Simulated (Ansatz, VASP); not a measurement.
# AlNi: VASP beside Ansatz

One calculation is typed for both programs; each brings its own data sets. How far apart do they land? The cell is taken from a series of runs on this material, whose earlier steps may have relaxed, scaled, displaced or heated it; both programs get it as it stands.

Method: plane waves, with VASP 6.6.1 beside it; zone-centre phonons at LDA, in Ansatz 0.2.0.

### Step 1. The structure

The structure is orthorhombic, space group Cmmm (No. 65). Conventional cell: a = 3.925 Å, b = 3.995 Å, c = 2.874 Å, α = 90.00°, β = 90.00°, γ = 90.00°. Al has 8 Ni at 2.43 to 2.46 Å nearest. Nearest to Ni lie 8 Al at 2.43 to 2.46 Å. Farther neighbours are not listed.

Structure file:

```
Al Ni
1.0
     2.80023   -0.02495    0.00000
    -0.02495    2.80023    0.00000
     0.00000    0.00000    2.87448
Al Ni
1 1
Cartesian
  0.0000 0.0000 0.0000
  1.3876 1.3876 1.4372
```

### Step 2. VASP: zone-centre phonons, LDA

Second derivatives magnify differences that forces hide, and they need a tight electronic threshold.

Lines of VASP's logs that name or quote its potential files are left out, and so is its time.

File INCAR:

```
SYSTEM = AlNi
PREC = Accurate
ENCUT = 600
EDIFF = 1E-08
NELM = 120
ISMEAR = 1
SIGMA = 0.2
LREAL = .FALSE.
ALGO = Normal
GGA = CA
NBANDS = 12
LASPH = .TRUE.
LORBIT = 11
LWAVE = .FALSE.
LCHARG = .FALSE.
ISIF = 2
IBRION = 8
GGA_COMPAT = .FALSE.
KPAR = 2
```

File POSCAR:

```
AlNi
1.0
    2.8002297089     -0.0249514244      0.0000000000
   -0.0249514244      2.8002297089      0.0000000000
    0.0000000000      0.0000000000      2.8744840138
Al Ni
1 1
Direct
    0.0000000000      0.0000000000      0.0000000000
    0.5000000000      0.5000000000      0.5000000000
```

File KPOINTS:

```
Automatic mesh
0
Gamma
16 16 16
0 0 0
```

The projector-augmented-wave data sets are Al and Ni (LDA family, release 64).

Launch:

```bash
mpirun -np 2 vasp_std
```

Numbers of over 12 decimals in the logs are rounded to 6 here.

The program printed:

```text
[banner, memory and clock lines left out]
running    2 mpi-ranks, on    1 nodes
 distrk:  each k-point on    1 cores,    2 groups
 distr:  one band on    1 cores,    1 groups

 POSCAR found type information on POSCAR AlNi
 POSCAR found :  2 types and       2 ions
 LDA part: xc-table for (Slater(with rela. corr.)+CA(PZ))
 , standard interpolation
 POSCAR, INCAR and KPOINTS ok, starting setup
 FFT: planning ... GRIDC
 FFT: planning ... GRID_SOFT
 FFT: planning ... GRID
 WAVECAR not read
 entering main loop
       N       E                     dE             d eps       ncg     rms          rms(c)
DAV:   1     0.444349095105E+02    0.44435E+02   -0.62455E+03 15908   0.131E+03
DAV:   2    -0.117993308875E+02   -0.56234E+02   -0.51932E+02 16100   0.211E+02
DAV:   3    -0.136192744533E+02   -0.18199E+01   -0.17961E+01 19080   0.442E+01
DAV:   4    -0.136433062138E+02   -0.24032E-01   -0.24018E-01 17412   0.456E+00
DAV:   5    -0.136438962642E+02   -0.59005E-03   -0.59003E-03 19188   0.798E-01    0.122E+01
DAV:   6    -0.151257144073E+02   -0.14818E+01   -0.44453E+01 17528   0.109E+02    0.143E+01
DAV:   7    -0.122196276957E+02    0.29061E+01   -0.13446E+01 17660   0.658E+01    0.103E+00
DAV:   8    -0.122059107367E+02    0.13717E-01   -0.26403E-01 19060   0.583E+00    0.103E+00
DAV:   9    -0.121899842946E+02    0.15926E-01   -0.46576E-02 19164   0.325E+00    0.168E-01
DAV:  10    -0.121896302776E+02    0.35402E-03   -0.10449E-03 19040   0.478E-01    0.823E-02
DAV:  11    -0.121896315712E+02   -0.12936E-05   -0.32339E-05 18748   0.516E-02    0.240E-02
DAV:  12    -0.121896309305E+02    0.64072E-06   -0.38060E-06 19920   0.335E-02    0.420E-03
DAV:  13    -0.121896307787E+02    0.15182E-06   -0.50297E-07 23888   0.674E-03    0.161E-03
DAV:  14    -0.121896307808E+02   -0.21462E-08   -0.25171E-08 11396   0.193E-03
   1 F= -.12189631E+02 E0= -.12189787E+02  d E =0.468361E-03
 Linear response reoptimize wavefunctions to high precision
DAV:   1    -0.121896307800E+02    0.82400E-09   -0.12052E-08 19220   0.183E-03
DAV:   2    -0.121896307800E+02    0.34106E-11   -0.10701E-10  9100   0.989E-05
 Linear response DOF=           4
 Linear response progress:
  Degree of freedom:   1/  4
       N       E                     dE             d eps       ncg     rms          rms(c)
RMM:   1    -0.569688203975E-02   -0.56969E-02    0.15307E-03 62438   0.644E-01
RMM:   2    -0.537689125910E-02    0.31999E-03   -0.81679E-05 41509   0.229E-01    0.598E-02
RMM:   3    -0.536169733939E-02    0.15194E-04   -0.10042E-04 45897   0.822E-02    0.298E-02
RMM:   4    -0.542683549902E-02   -0.65138E-04   -0.42625E-05 45444   0.508E-02    0.573E-03
RMM:   5    -0.543105555017E-02   -0.42201E-05   -0.33086E-06 47004   0.120E-02    0.175E-03
RMM:   6    -0.543068669291E-02    0.36886E-06   -0.18087E-07 44160   0.357E-03    0.959E-04
RMM:   7    -0.543069600318E-02   -0.93103E-08   -0.21776E-08 43050   0.185E-03    0.574E-04
 first order change of Fermi-energy  -0.30077E-03
 force on displaced ion       1 direction 1 :  -6.654  -0.533   0.000
 Linear response progress:
  Degree of freedom:   2/  4
       N       E                     dE             d eps       ncg     rms          rms(c)
RMM:   1    -0.615791074576E-02   -0.61579E-02    0.41623E-03 34963   0.694E-01
RMM:   2    -0.583756331429E-02    0.32035E-03    0.23676E-05 23132   0.249E-01    0.644E-02
RMM:   3    -0.582160561342E-02    0.15958E-04   -0.12843E-04 25723   0.923E-02    0.311E-02
RMM:   4    -0.589081749362E-02   -0.69212E-04   -0.49624E-05 25457   0.548E-02    0.610E-03
RMM:   5    -0.589547852027E-02   -0.46610E-05   -0.38466E-06 26104   0.130E-02    0.157E-03
RMM:   6    -0.589465729620E-02    0.82122E-06   -0.15790E-07 26833   0.269E-03    0.723E-04
RMM:   7    -0.589474559751E-02   -0.88301E-07   -0.12652E-08 25631   0.906E-04    0.630E-04
RMM:   8    -0.589488898164E-02   -0.14338E-06   -0.26047E-09 26697   0.335E-04    0.215E-04
RMM:   9    -0.589487427785E-02    0.14704E-07   -0.34275E-11 27573   0.124E-04    0.230E-05
RMM:  10    -0.589486866849E-02    0.56094E-08   -0.12796E-10 27868   0.346E-05    0.733E-06
 first order change of Fermi-energy  -0.52783E-04
 force on displaced ion       1 direction 3 :  -0.000   0.000  -6.800
 Linear response progress:
  Degree of freedom:   3/  4
       N       E                     dE             d eps       ncg     rms          rms(c)
RMM:   1    -0.187408339851E+00   -0.18741E+00   -0.98800E-02 41214   0.270E+00
RMM:   2    -0.186091310741E+00    0.13170E-02   -0.18329E-03 41804   0.523E-01    0.131E-01
RMM:   3    -0.186073346030E+00    0.17965E-04   -0.14051E-04 44856   0.102E-01    0.773E-02
RMM:   4    -0.186459358085E+00   -0.38601E-03   -0.18872E-04 48281   0.107E-01    0.543E-03
RMM:   5    -0.186441172333E+00    0.18186E-04   -0.35657E-06 49346   0.203E-02    0.358E-03
RMM:   6    -0.186437262571E+00    0.39098E-05   -0.24557E-07 45021   0.615E-03    0.249E-03
RMM:   7    -0.186429051190E+00    0.82114E-05   -0.88121E-08 49271   0.325E-03    0.444E-04
RMM:   8    -0.186425088949E+00    0.39622E-05   -0.65237E-09 51279   0.699E-04    0.614E-05
RMM:   9    -0.186424771056E+00    0.31789E-06   -0.10481E-09 52150   0.152E-04    0.178E-05
RMM:  10    -0.186424561470E+00    0.20959E-06   -0.50911E-10 52455   0.549E-05    0.837E-06
RMM:  11    -0.186424588869E+00   -0.27399E-07   -0.46554E-10 51989   0.335E-05    0.123E-06
RMM:  12    -0.186424592385E+00   -0.35153E-08   -0.56123E-10 51984   0.227E-05    0.595E-07
 first order change of Fermi-energy   0.10938E-02
 force on displaced ion       2 direction 1 :  -6.669  -0.531   0.000
 Linear response progress:
  Degree of freedom:   4/  4
       N       E                     dE             d eps       ncg     rms          rms(c)
RMM:   1    -0.188617183892E+00   -0.18862E+00   -0.10059E-01 23184   0.270E+00
RMM:   2    -0.187058195956E+00    0.15590E-02   -0.17895E-03 23299   0.530E-01    0.133E-01
RMM:   3    -0.187075641637E+00   -0.17446E-04   -0.14846E-04 25014   0.104E-01    0.784E-02
RMM:   4    -0.187498570097E+00   -0.42293E-03   -0.17619E-04 27057   0.103E-01    0.581E-03
RMM:   5    -0.187483215659E+00    0.15354E-04   -0.40242E-06 27262   0.227E-02    0.497E-03
RMM:   6    -0.187479012056E+00    0.42036E-05   -0.51127E-07 24222   0.976E-03    0.238E-03
RMM:   7    -0.187470615892E+00    0.83962E-05   -0.21860E-07 28120   0.367E-03    0.521E-04
RMM:   8    -0.187467366614E+00    0.32493E-05   -0.68534E-09 28133   0.939E-04    0.143E-04
RMM:   9    -0.187466743228E+00    0.62339E-06   -0.17730E-09 28421   0.284E-04    0.350E-05
RMM:  10    -0.187466413883E+00    0.32934E-06   -0.76377E-11 28883   0.940E-05    0.226E-05
RMM:  11    -0.187466416001E+00   -0.21180E-08   -0.42204E-10 26122   0.632E-05    0.251E-06
 first order change of Fermi-energy   0.24736E-02
 force on displaced ion       2 direction 3 :   0.000   0.000  -6.815
 Linear response finished
```

Parts of OUTCAR (step 2):

```text
ion  position               nearest neighbor table
   1  0.000  0.000  0.000-   2 2.43   2 2.43   2 2.43   2 2.43   2 2.46   2 2.46   2 2.46   2 2.46

  LATTYP: Found a base centered orthorhombic cell.
 ALAT       =     3.9248361893
 B/A-ratio  =     1.0179812054
 C/A-ratio  =     0.7323831811

 Subroutine GETGRP returns: Found  8 space group operations
 (whereof  8 operations were pure point group operations)

The static configuration has the point symmetry D_2h.

 Found    657 irreducible k-points:

   k-points           NKPTS =    657   k-points in BZ     NKDIM =    657   number of bands    NBANDS=     12

   dimension x,y,z NGX =    24 NGY =   24 NGZ =   24
   dimension x,y,z NGXF=    48 NGYF=   48 NGZF=   48

   ENCUT  =  600.0 eV  44.10 Ry    6.64 a.u.   5.59  5.59  5.74*2*pi/ulx,y,z

   NELECT =      13.0000    total number of electrons

 k-points in reciprocal lattice and weights: Automatic mesh
   0.00000000  0.00000000  0.00000000       0.000
   0.06250000 -0.00000000  0.00000000       0.001
   0.12500000 -0.00000000  0.00000000       0.001
   0.18750000 -0.00000000  0.00000000       0.001
   0.25000000 -0.00000000  0.00000000       0.001
   0.31250000 -0.00000000  0.00000000       0.001
   0.37500000 -0.00000000  0.00000000       0.001
   0.43750000 -0.00000000  0.00000000       0.001
   0.50000000 -0.00000000  0.00000000       0.000
[...]
-0.43750000  0.43750000  0.50000000       0.000
   0.50000000  0.50000000  0.50000000       0.000

 average (electrostatic) potential at core
       1 -67.5127       2 -80.8586

  Total        0.3810791      0.3810791      0.0430642      0.3305791      0.0000000      0.0000000
  in kB       27.0902449     27.0902449      3.0613603     23.5002878      0.0000000      0.0000000
  external PRESSURE =      19.0806167 kB  Pullay stress =       0.0000000 kB

  energy-cutoff  :      600.00
  volume of cell :       22.54
      direct lattice vectors                 reciprocal lattice vectors
     2.800229709 -0.024951424  0.000000000     0.357141916  0.003182310  0.000000000
    -0.024951424  2.800229709  0.000000000     0.003182310  0.357141916  0.000000000
     0.000000000  0.000000000  2.874484014     0.000000000  0.000000000  0.347888524

 POSITION                                       TOTAL-FORCE (eV/Angst)
 -----------------------------------------------------------------------------------
      0.00000      0.00000      0.00000         0.000000      0.000000      0.000000
      1.38764      1.38764      1.43724        -0.000000      0.000000      0.000000
 -----------------------------------------------------------------------------------
    total drift:                                0.000000      0.000000     -0.000000

 Eigenvectors and eigenvalues of the dynamical matrix
 ----------------------------------------------------

   1 f  =    9.751138 THz    61.268207 2PiTHz  325.262954 cm-1    40.327449 meV
             X         Y         Z           dx          dy          dz
      0.000000  0.000000  0.000000     0.585089    0.585089    0.000000
      1.387639  1.387639  1.437242    -0.397079   -0.397079   -0.000000

   2 f  =    9.485610 THz    59.599846 2PiTHz  316.405895 cm-1    39.229314 meV
             X         Y         Z           dx          dy          dz
      0.000000  0.000000  0.000000    -0.000000   -0.000000    0.827414
      1.387639  1.387639  1.437242     0.000000    0.000000   -0.561593

   3 f  =    9.000039 THz    56.548912 2PiTHz  300.208981 cm-1    37.221153 meV
             X         Y         Z           dx          dy          dz
      0.000000  0.000000  0.000000     0.584985   -0.584985   -0.000000
      1.387639  1.387639  1.437242    -0.397231    0.397231    0.000000

   4 f/i=    0.004255 THz     0.026737 2PiTHz    0.141941 cm-1     0.017598 meV
             X         Y         Z           dx          dy          dz
      0.000000  0.000000  0.000000    -0.397079   -0.397079   -0.000000
      1.387639  1.387639  1.437242    -0.585089   -0.585089   -0.000000

   5 f/i=    0.004583 THz     0.028797 2PiTHz    0.152880 cm-1     0.018955 meV
             X         Y         Z           dx          dy          dz
      0.000000  0.000000  0.000000    -0.000000   -0.000000    0.561593
      1.387639  1.387639  1.437242    -0.000000   -0.000000    0.827414

   6 f/i=    0.006278 THz     0.039448 2PiTHz    0.209422 cm-1     0.025965 meV
             X         Y         Z           dx          dy          dz
      0.000000  0.000000  0.000000    -0.397231    0.397231   -0.000000
      1.387639  1.387639  1.437242    -0.584985    0.584985   -0.000000

 ELASTIC MODULI CONTR FROM IONIC RELAXATION (kBar)
 Direction    XX          YY          ZZ          XY          YZ          ZX
 --------------------------------------------------------------------------------
 XX           0.0000      0.0000      0.0000      0.0000      0.0000      0.0000
 YY           0.0000      0.0000      0.0000      0.0000      0.0000      0.0000
 ZZ           0.0000      0.0000      0.0000      0.0000      0.0000      0.0000
 XY           0.0000      0.0000      0.0000      0.0000      0.0000      0.0000
 YZ           0.0000      0.0000      0.0000      0.0000      0.0000      0.0000
 ZX           0.0000      0.0000      0.0000      0.0000      0.0000      0.0000
 --------------------------------------------------------------------------------
```

This run has no spin polarisation, so a moment on Ni, if there is one, isn't seen. Its electron count is odd, so without a moment it is a metal by construction.

[end of part 1 of 2]

[Lines on the potential files, build, host, timing and source positions are cut from VASP's logs without a mark.]

[Logs are printed without paths, hosts, clocks, repeated set-up lines and the standing remarks that a program may print on its own settings, such as how far it seeks lower states.]

[Hosts, paths, dates, database ids (printed as entryN), source tags and the programs' standing remarks are cut or masked in the printed files.]
